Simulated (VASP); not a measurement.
Here is a VASP 6.6.1 calculation.

File INCAR:

```
  PREC = Accurate
  ENCUT = 520
  EDIFF = 1E-7
  ISMEAR = 0
  SIGMA = 0.1
  LREAL = F
  LASPH = T
  NELM = 100
  ALGO = Fast
  ISIF = 2
  LWAVE = F
  LCHARG = F
  GGA = PE
  NBANDS = 30
```

File KPOINTS:

```
regular mesh
0
Gamma
  4 4 4
```

Contents of POSCAR:

```
Ba4Si
1.0
   -3.9523481048      3.9523481048      3.9523481048
    3.9523481048     -3.9523481048      3.9523481048
    3.9523481048      3.9523481048     -3.9523481048
Ba Si
4 1
Direct
    0.4905608526      0.4905608526      0.4905608526
    0.5094391474      0.0000000000      0.0000000000
    0.0000000000      0.0000000000      0.5094391474
    0.0000000000      0.5094391474      0.0000000000
    0.0000000000      0.0000000000      0.0000000000
```

Potentials or basis: VASP PAW PBE potentials, release 64 (Ba_sv, Si).

Launch:

```sh
$ cat potpaw_PBE.64/Ba_sv/POTCAR potpaw_PBE.64/Si/POTCAR > POTCAR
$ mpirun -np 1 vasp_std > vasp.out
```

Question: What does it give for the band gap on the k mesh?

Answer: None (metal or under the smearing width).

Question: What does it give for the largest force?

Answer: 0.013 eV/Å.

Forces in eV/Å, atoms in the order of the input:
```
Ba   0.007  0.007  0.007
Ba   0.007 -0.007 -0.007
Ba  -0.007 -0.007  0.007
Ba  -0.007  0.007 -0.007
Si   0.000  0.000  0.000
```

The run has no spin-orbit coupling, so splittings on Ba are missing.
